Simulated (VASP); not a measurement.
Computed with PBE GGA, VASP's PBE PAW potentials (set 64) (plane waves; VASP).

VASP ran on this input.

**KPOINTS**
```
Automatic mesh
0
Gamma
8 8 8
0 0 0
```

### INCAR
```
SYSTEM = MgSe
PREC = Accurate
ENCUT = 400
EDIFF = 1E-6
NELM = 100
ALGO = Damped
LREAL = .FALSE.
LASPH = .TRUE.
ISMEAR = 0
SIGMA = 0.05
GGA = PE
LMAXMIX = 4
LWAVE = .FALSE.
LCHARG = .FALSE.
ISIF = 2
```

File POSCAR:
```
MgSe
1
    0.0000000000     2.6534410000     2.6884620000
    2.6975910000     0.0000000000     2.6884620000
    2.6975910000     2.6534410000     0.0000000000
Mg Se
1 1
Direct
  0.0000000000   0.0000000000   0.0000000000
  0.4916060000   0.5083940000   0.5083940000
```

POTCAR, in this order: Mg Se (PBE.64 set). Program: vasp_std.

Q: Predict the energy per atom (σ→0), pressure, largest force.

A: 
The energy per atom (σ→0) comes out as -3.715 eV/atom and the pressure is 5.86 GPa. The largest force comes out as 0.132 eV/Å.

### OSZICAR
```
...
DMP:  13    -0.743070225430E+01   -0.35901E-03   -0.23423E-03   760   0.426E-03   0.418E-03
DMP:  14    -0.743082041844E+01   -0.11816E-03   -0.37064E-04   760   0.896E-04   0.801E-05
DMP:  15    -0.743083283910E+01   -0.12421E-04   -0.25122E-04   760   0.741E-04  -0.296E-04
DMP:  16    -0.743085029178E+01   -0.17453E-04   -0.16123E-04   760   0.312E-04   0.238E-04
DMP:  17    -0.743086041404E+01   -0.10122E-04   -0.39334E-05   760   0.630E-05   0.924E-05
DMP:  18    -0.743086245014E+01   -0.20361E-05   -0.11737E-05   760   0.307E-05  -0.351E-06
DMP:  19    -0.743086321197E+01   -0.76183E-06   -0.77197E-06   760   0.168E-05   0.665E-06
   1 F= -.74308632E+01 E0= -.74308632E+01  d E =-.154352E-13
```

The compound is MgSe in the rock salt structure. The cell was not relaxed at this level, atoms are displaced from their ideal sites. The run is one of a series of settings (ALGO = Damped against the base run), some of them coarse on purpose.
